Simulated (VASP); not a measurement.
Here is the system:

```yaml
crystal:
  lattice:
    - [3.16365, 0.00000, 0.00000]
    - [0.00000, 3.16365, 0.00000]
    - [0.00000, 0.00000, 3.16365]
  atoms:
    - { symbol: Sc, position: [0.00000, 0.00000, 0.00000] }
    - { symbol: S, position: [0.50000, 0.50000, 0.50000] }
```

Computed with PBE GGA, VASP's PBE PAW potentials (set 64) (plane waves; VASP). Settings: 300 eV cut-off, 10×10×10 Γ-centred mesh, Fermi-Dirac smearing of 0.14 eV, potentials Sc_sv S.

**Question.** Give the energies of bands 6 to 11 at the high-symmetry points, in eV from the Fermi level.

**Answer.** 
```
band      Γ      X      M      R
----  -----  -----  -----  -----
6     -2.09  -7.62  -5.71  -6.29
7     -2.09  -2.72  -5.71  -6.29
8     -2.09  -2.72  -1.21  -6.29
9     -1.35  -0.17  -0.96   3.23
10    -1.35   3.08   1.23   3.23
11     2.72   3.41   1.23   3.23
```

It has no gap at this level: it comes out as a metal or semimetal.

The structure was generated: ScS was put into an ordered model structure, which need not be its known phase. The cell was not relaxed at this level. The electron count is odd and the run is not spin-polarised, which forces a metal.
